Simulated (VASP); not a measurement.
# KYC in VASP: a series of runs

One sheet, KYC, is run at these levels: PBE; tasks: single point.

Program: VASP 6.6.1. These are calculated values, not measurements. Logs are shortened: lines on timing, memory, paths and dates and some standing lists are left out, and cuts for length are marked.

## Step 1: The cell of the first run

The cell holds a sheet with vacuum, 3 atoms: a = 3.815 Å, b = 3.815 Å, c = 30.486 Å, α = 90.00°, β = 90.00°, γ = 120.00°.

The cell was built by a generator and needn't be a form met in nature.

## Step 2: Single point, PBE (species swapped into a sheet of the TeWSe type)

File INCAR:

```
PREC = Accurate ; ENCUT = 520
EDIFF = 1E-7 ; ISMEAR = 0
SIGMA = 0.1 ; LREAL = F
LASPH = T ; NELM = 100
ALGO = Fast ; ISIF = 2
LWAVE = F ; LCHARG = T
LDIPOL = T ; IDIPOL = 3
DIPOL = 0.5 0.5 0.294 ; GGA = PE
LELF = T ; LVHAR = T
LVACPOTAV = T ; NBANDS = 19
```

File KPOINTS:

```
Automatic mesh
0
Gamma
  12 12 1
```

File POSCAR:

```
KYC
1.0
    3.8148929836     -0.0000000034      0.0000000000
   -1.9074464889      3.3037942382      0.0000000000
    0.0000000000      0.0000000000     30.4861619200
K Y C
1 1 1
Direct
    0.0000000000      0.0000000000      0.2353520645
    0.0000000000      0.0000000000      0.3363686915
    0.3333333333      0.6666666667      0.3100446690
```

Potentials or basis: VASP PAW PBE potentials, release 64 (K_sv, Y_sv, C).

Started as:

```bash
> cat potpaw_PBE.64/K_sv/POTCAR potpaw_PBE.64/Y_sv/POTCAR potpaw_PBE.64/C/POTCAR > POTCAR
> mpirun -np 1 vasp_std > vasp.out
```

OUTCAR:

```text
PREC = Accurate
   ENCUT = 520
   EDIFF = 1E-7
   ISMEAR = 0
   LREAL = F
   LASPH = T
   NELM = 100
   ISIF = 2
   GGA = PE

 ion  position               nearest neighbor table
   1  0.000  0.000  0.235-   2 3.08
   2  0.000  0.000  0.336-   3 2.34   3 2.34   3 2.34   1 3.08
   3  0.333  0.667  0.310-   2 2.34   2 2.34   2 2.34

  LATTYP: Found a hexagonal cell.
 ALAT       =     3.8148929836
 C/A-ratio  =     7.9913544236

  Lattice vectors:

 A1 = (   3.8148929836,  -0.0000000034,   0.0000000000)
 A2 = (  -1.9074464889,   3.3037942382,   0.0000000000)
 A3 = (   0.0000000000,   0.0000000000,  30.4861619200)

Analysis of symmetry for initial positions (statically):
=====================================================================
 Subroutine PRICEL returns:
 Original cell was already a primitive cell.

 Routine SETGRP: Setting up the symmetry group for a
 hexagonal supercell.

 Subroutine GETGRP returns: Found  6 space group operations
 (whereof  6 operations were pure point group operations)
 out of a pool of 24 trial point group operations.

The static configuration has the point symmetry C_3v.

Analysis of symmetry for dynamics (positions and initial velocities):
=====================================================================
 Subroutine PRICEL returns:
 Original cell was already a primitive cell.

 Routine SETGRP: Setting up the symmetry group for a
 hexagonal supercell.

 Subroutine GETGRP returns: Found  6 space group operations
 (whereof  6 operations were pure point group operations)
 out of a pool of 24 trial point group operations.

The dynamic configuration has the point symmetry C_3v.

 Subroutine INISYM returns: Found  6 space group operations
 (whereof  6 operations are pure point group operations),
 and found     1 'primitive' translations

----------------------------------------------------------------------------------------

                                     Primitive cell

  volume of cell :     384.2360

  direct lattice vectors                    reciprocal lattice vectors
     3.814892984 -0.000000003  0.000000000     0.262130551  0.151341144  0.000000000
    -1.907446489  3.303794238  0.000000000     0.000000000  0.302682288  0.000000000
     0.000000000  0.000000000 30.486161920     0.000000000  0.000000000  0.032801768

  length of vectors
     3.814892984  3.814892984 30.486161920     0.302682288  0.302682288  0.032801768

  position of ions in fractional coordinates (direct lattice)
     0.000000000  0.000000000  0.235352064
     0.000000000  0.000000000  0.336368691
     0.333333333  0.666666667  0.310044669

  ion indices of the primitive-cell ions
   primitive index   ion index
                 1           1
                 2           2
                 3           3

----------------------------------------------------------------------------------------

 KPOINTS: Automatic mesh

Automatic generation of k-mesh.
 Grid dimensions read from file:
 generate k-points for:   12   12    1

 Generating k-lattice:

  Cartesian coordinates                     Fractional coordinates (reciprocal lattice)
     0.021844213  0.012611762  0.000000000     0.083333333  0.000000000  0.000000000
     0.000000000  0.025223524  0.000000000    -0.000000000  0.083333333  0.000000000
     0.000000000  0.000000000  0.032801768     0.000000000  0.000000000  1.000000000

  Length of vectors
     0.025223524  0.025223524  0.032801768

  Shift w.r.t. Gamma in fractional coordinates (k-lattice)
     0.000000000  0.000000000  0.000000000

 Subroutine IBZKPT returns following result:
 ===========================================

 Found     19 irreducible k-points:

 Following reciprocal coordinates:
            Coordinates               Weight
  0.000000  0.000000  0.000000      1.000000
  0.083333  0.000000  0.000000      6.000000
  0.166667  0.000000  0.000000      6.000000
  0.250000  0.000000  0.000000      6.000000
  0.333333  0.000000  0.000000      6.000000
  0.416667  0.000000  0.000000      6.000000
[... 11 lines left out ...]
  0.333333  0.250000  0.000000     12.000000
  0.333333  0.333333  0.000000      2.000000
   k-points           NKPTS =     19   k-points in BZ     NKDIM =     19   number of bands    NBANDS=     19
   number of dos      NEDOS =    301   number of ions     NIONS =      3
   total plane-waves  NPLWV = 188160
   dimension x,y,z NGX =    28 NGY =   28 NGZ =  240
   dimension x,y,z NGXF=    56 NGYF=   56 NGZF=  480
   ions per type =               1   1   1
   NGX,Y,Z   is equivalent  to a cutoff of  12.20, 12.20, 13.09 a.u.
   NGXF,Y,Z  is equivalent  to a cutoff of  24.40, 24.40, 26.18 a.u.
 SYSTEM =  unknown system
   PREC   = accura    normal or accurate (medium, high low for compatibility)
   ISTART =      0    job   : 0-new  1-cont  2-samecut
   ICHARG =      2    charge: 1-file 2-atom 10-const
   ISPIN  =      1    spin polarized calculation?
   LNONCOLLINEAR =      F non collinear calculations
   LSORBIT =      F    spin-orbit coupling
   LASPH  =      T    aspherical Exc in radial PAW
   ENCUT  =  520.0 eV  38.22 Ry    6.18 a.u.   7.09  7.09 56.68*2*pi/ulx,y,z
   NELM   =    100;   NELMIN=  2; NELMDL= -5     # of ELM steps
   EDIFF  = 0.1E-06   stopping-criterion for ELM
   LREAL  =      F    real-space projection
   EDIFFG = 0.1E-05   stopping-criterion for IOM
   NSW    =      0    number of steps for IOM
   IBRION =     -1    ionic relax: 0-MD 1-quasi-New 2-CG
   NFREE  =      0    steps in history (QN), initial steepest desc. (CG)
   ISIF   =      2    stress and relaxation
   ISYM   =      2    0-nonsym 1-usesym 2-fastsym
   POTIM  = 0.5000    time-step for ionic-motion
   TEBEG  =    0.0;   TEEND  =   0.0 temperature during run
   PSTRESS=    0.0 pullay stress
   NELECT =      24.0000    total number of electrons
   NUPDOWN=      -1.0000    fix difference up-down
   EMIN   =  10.00;   EMAX   =-10.00  energy-range for DOS
   EFERMI =   0.00;   METHOD = LEGACY
   ISMEAR =     0;   SIGMA  =   0.10  broadening in eV -4-tet -1-fermi 0-gaus
   EFERMI_NEDOS =   21; number of points for ismear=-14 and -15
   IALGO  =     68    algorithm
   IMIX   =      4    mixing-type and parameters
     AMIX     =   0.40;   BMIX     =  1.00
     AMIX_MAG =   1.60;   BMIX_MAG =  1.00
  volume/ion in A,a.u.               =     128.08       864.32
  Fermi-wavevector in a.u.,A,eV,Ry     =   0.649550  1.227471  5.740504  0.421915
  Thomas-Fermi vector in A             =   1.718542
   LORBIT       =      0    0 simple, 1 ext, 2 COOP (PROOUT), +10 PAW based schemes
   GGA     = PE    functional components
   LHFCALC =     F    Hartree Fock is set to
   AEXX    =    0.0000 exact exchange contribution
   IVDW    =     0    specifies the selected vdW correction
   LEPSILON=     F    determine dielectric tensor
   LRPA    =     F    only Hartree local field effects (RPA)
 non-spin polarized calculation
 RMM-DIIS sequential band-by-band and
 Gauss-broadening in eV      SIGMA  =   0.10
  energy-cutoff  :      520.00
  volume of cell :      384.24
 maximum number of plane-waves:     10419
   NGX = 15   NGY = 15   NGZ =113

 dipolmoment           0.000000      0.000000      0.006366 electrons x Angstroem

 number of electron      23.9999998 magnetization

 dipolmoment           0.000000      0.000000     -0.003383 electrons x Angstroem

 Free energy of the ion-electron system (eV)
  ---------------------------------------------------
  ext. energy  EPLUGINS =         0.00000000
  ---------------------------------------------------
  free energy    TOTEN  =       -14.69034959 eV

  energy without entropy =      -14.66927603  energy(sigma->0) =      -14.67981281

 E-fermi :  -1.6237     XC(G=0):  -2.3450

 val. band max:       -1.6327527846   @ k =   0.4167   0.0833   0.0000
 cond. band min:      -1.6021675470   @ k =   0.4167   0.0000   0.0000
 fundamental gap:      0.0305852376
 Fermi energy:        -1.6236548920

 k-point     1 :       0.0000    0.0000    0.0000
  band No.  band energies     occupation
      1     -43.1879      2.00000
      2     -33.2881      2.00000
      3     -23.5408      2.00000
      4     -22.9975      2.00000
      5     -22.9975      2.00000
      6     -16.8381      2.00000
[... 11 lines left out ...]
     18       2.2731      0.00000
     19       3.9281      0.00000

 k-point     2 :       0.0833    0.0000    0.0000
  band No.  band energies     occupation
      1     -43.1864      2.00000
      2     -33.2856      2.00000
      3     -23.5378      2.00000
      4     -23.0207      2.00000
      5     -23.0025      2.00000
      6     -16.8335      2.00000
[... 11 lines left out ...]
     18       2.2349      0.00000
     19       3.8179      0.00000

 k-point     3 :       0.1667    0.0000    0.0000
  band No.  band energies     occupation
      1     -43.1822      2.00000
      2     -33.2786      2.00000
      3     -23.5296      2.00000
      4     -23.0834      2.00000
      5     -23.0162      2.00000
      6     -16.8211      2.00000
[... 11 lines left out ...]
     18       2.1786      0.00000
     19       2.7570      0.00000

 k-point     4 :       0.2500    0.0000    0.0000
  band No.  band energies     occupation
      1     -43.1764      2.00000
      2     -33.2690      2.00000
      3     -23.5182      2.00000
      4     -23.1675      2.00000
      5     -23.0349      2.00000
      6     -16.8042      2.00000
[... 297 lines left out ...]
     18       2.6599      0.00000
     19       2.9101      0.00000

 k-point    18 :       0.3333    0.2500    0.0000
  band No.  band energies     occupation
      1     -43.1628      2.00000
      2     -33.2462      2.00000
      3     -23.4896      2.00000
      4     -23.2813      2.00000
      5     -23.1627      2.00000
      6     -16.9055      2.00000
[... 11 lines left out ...]
     18       2.7421      0.00000
     19       3.3098      0.00000

 k-point    19 :       0.3333    0.3333    0.0000
  band No.  band energies     occupation
      1     -43.1621      2.00000
      2     -33.2449      2.00000
      3     -23.4879      2.00000
      4     -23.2663      2.00000
      5     -23.1918      2.00000
      6     -16.8627      2.00000
[... 11 lines left out ...]
     18       2.7049      0.00000
     19       3.3239      0.00000

------------------------ aborting loop because EDIFF is reached ----------------------------------------

 vacuum level on the upper side and lower side of the slab       (xc-potential included)        -0.163        -0.140

  FORCE on cell =-STRESS in cart. coord.  units (eV):
  Direction    XX          YY          ZZ          XY          YZ          ZX
  --------------------------------------------------------------------------------------
  -------------------------------------------------------------------------------------
  Total       -0.0270346     -0.0270346      0.0167330      0.0000000      0.0000000     -0.0000000
  in kB       -0.1127282     -0.1127282      0.0697730      0.0000000      0.0000000     -0.0000000
  external PRESSURE =      -0.0518945 kB  Pullay stress =       0.0000000 kB

 VOLUME and BASIS-vectors are now :
 -----------------------------------------------------------------------------
  energy-cutoff  :      520.00
  volume of cell :      384.24
      direct lattice vectors                 reciprocal lattice vectors
     3.814892984 -0.000000003  0.000000000     0.262130551  0.151341144  0.000000000
    -1.907446489  3.303794238  0.000000000     0.000000000  0.302682288  0.000000000
     0.000000000  0.000000000 30.486161920     0.000000000  0.000000000  0.032801768

 POSITION                                       TOTAL-FORCE (eV/Angst)
 -----------------------------------------------------------------------------------
      0.00000      0.00000      7.17498        -0.000000      0.000000     -0.009691
      0.00000      0.00000     10.25459        -0.000000      0.000000      0.004413
      0.00000      2.20253      9.45207         0.000000     -0.000000      0.005278
 -----------------------------------------------------------------------------------
    total drift:                               -0.000000      0.000000      0.000767

  FREE ENERGIE OF THE ION-ELECTRON SYSTEM (eV)
  ---------------------------------------------------
  free  energy   TOTEN  =       -14.6903495909 eV

  energy  without entropy=      -14.6692760283  energy(sigma->0) =      -14.67981281

 vacuum level on the upper side and lower side of the slab         0.977         1.025
```

Wall time 11 min (1 thread of Intel Xeon Platinum 8488C (Sapphire Rapids), shared host); peak memory 0.57 GiB.

What came out:

| Property | Result |
| --- | --- |
| Free energy | -14.6903 eV |
| Largest force | 0.010 eV/Å |
| Band gap on the k mesh | none (metal or under the smearing width) |
| Work function of the upper face | 2.60 eV |
| Work function of the lower face | 2.65 eV |

Forces in eV/Å, atoms in the order of the input:
```
K    0.000  0.000 -0.010
Y    0.000  0.000  0.004
C    0.000  0.000  0.005
```

## Step 3: Single point, PBE (species swapped into a sheet of the TeWSe type)

File INCAR:

```
SYSTEM = KYC
PREC     = Accurate       ! precision mode
ENCUT    = 520            ! plane-wave cutoff, eV
EDIFF    = 1E-6           ! SCF threshold, eV
ISMEAR   = 0              ! smearing method
SIGMA    = 0.1            ! smearing width, eV
LREAL    = .False.        ! projectors in reciprocal space
LASPH    = .True.         ! aspherical terms in the spheres
NELM     = 100            ! most SCF steps
ALGO     = Fast           ! electronic algorithm
ISIF     = 2              ! what is computed and relaxed
LWAVE    = .False.        ! write WAVECAR
LCHARG   = .False.        ! write CHGCAR
LDIPOL   = .True.       
IDIPOL   = 3            
DIPOL    = 0.5 0.5 0.294
GGA      = PE             ! functional
NBANDS   = 19             ! bands
```

File KPOINTS:

```
regular mesh
0
Gamma
  12 12 1
  0 0 0
```

File POSCAR:

```
KYC
1.0
    3.8180323747     -0.0000000034      0.0000000000
   -1.9090161844      3.3065130306      0.0000000000
    0.0000000000      0.0000000000     30.4861619200
K Y C
1 1 1
Direct
    0.0000000000      0.0000000000      0.2347554044
    0.0000000000      0.0000000000      0.3363597566
    0.3333333333      0.6666666667      0.3106502640
```

Potentials or basis: VASP PAW PBE potentials, release 64 (K_sv, Y_sv, C).

Started as:

```bash
> cat potpaw_PBE.64/K_sv/POTCAR potpaw_PBE.64/Y_sv/POTCAR potpaw_PBE.64/C/POTCAR > POTCAR
> mpirun -np 1 vasp_std > vasp.out
```

Run time: 6.4 min. Hardware: 1 thread of Intel Xeon Platinum 8488C (Sapphire Rapids), shared host; peak memory 0.57 GiB.

It converged, with:

```yaml
Free_energy: -14.6897 eV
Largest_force: 0.061 eV/Å
Band_gap_on_the_k_mesh: none (metal or under the smearing width)
```

Forces on the atoms (eV/Å):
```
K    0.000  0.000  0.032
Y    0.000  0.000  0.030
C    0.000  0.000 -0.061
```

Levels at points of the mesh, in eV from the Fermi level:
| k point | band 9 | band 10 | band 11 | band 12 | band 13 | band 14 | band 15 | band 16 |
| --- | --- | --- | --- | --- | --- | --- | --- | --- |
| (0.00, 0.00, 0.00) | -8.31 | -1.90 | -0.77 | -0.77 | -0.57 | 0.13 | 1.76 | 2.58 |
| (0.50, 0.00, 0.00) | -7.56 | -1.73 | -0.28 | 0.07 | 1.44 | 2.06 | 2.42 | 2.48 |
